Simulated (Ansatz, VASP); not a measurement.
Two plane-wave programs on Zr7CSe16 (a cell with a defect)

```
CELL_PARAMETERS angstrom
7.62231 0.00000 0.00000
-3.81115 6.60111 0.00000
0.00000 0.00000 12.79981
ATOMIC_POSITIONS crystal
C 0.00000 0.00000 0.00000
Zr 0.00000 0.00000 0.50000
Zr 0.00000 0.50000 0.00000
Zr 0.00000 0.50000 0.50000
Zr 0.50000 0.00000 0.00000
Zr 0.50000 0.00000 0.50000
Zr 0.50000 0.50000 0.00000
Zr 0.50000 0.50000 0.50000
Se 0.33324 0.16662 0.37700
Se 0.30884 0.15442 0.89061
Se 0.33333 0.66667 0.37659
Se 0.33333 0.66667 0.87500
Se 0.83338 0.16662 0.37700
Se 0.84558 0.15442 0.89061
Se 0.83338 0.66676 0.37700
Se 0.84558 0.69116 0.89061
Se 0.15442 0.30884 0.10939
Se 0.16662 0.33324 0.62300
Se 0.15442 0.84558 0.10939
Se 0.16662 0.83338 0.62300
Se 0.66667 0.33333 0.12500
Se 0.66667 0.33333 0.62341
Se 0.69116 0.84558 0.10939
Se 0.66676 0.83338 0.62300
```

Alike in both runs: functional PBE; k mesh 3 × 3 × 2; occupations fermi-dirac, width 0.01 eV; no spin polarisation.

Ansatz relaxed the structure, and its values are those at the end. VASP's run is a single point on that final structure, the one shown.

|  | VASP | Ansatz |
| --- | --- | --- |
| version | VASP 6.6.1 | Ansatz 0.2.0 |
| potentials or method | VASP PAW PBE potentials, release 64 (C, Zr_sv, Se) | plane-wave PAW, scalar-relativistic |
| plane-wave cutoff (eV) | 520 | 420 |
| valence electrons in the cell | 184 | 344 |

```tsv
	VASP	Ansatz	Ansatz less VASP
pressure (GPa)	-0.5	-0.5	-0.07
rms of the force components (eV/Å)	0.007	0.002	-0.0051
```

With one functional, cell and mesh, what is left measures potentials, basis and numerics. The two sets of potentials don't hold the same shells in valence. Ansatz warned: «gradients_without_spin_orbit».
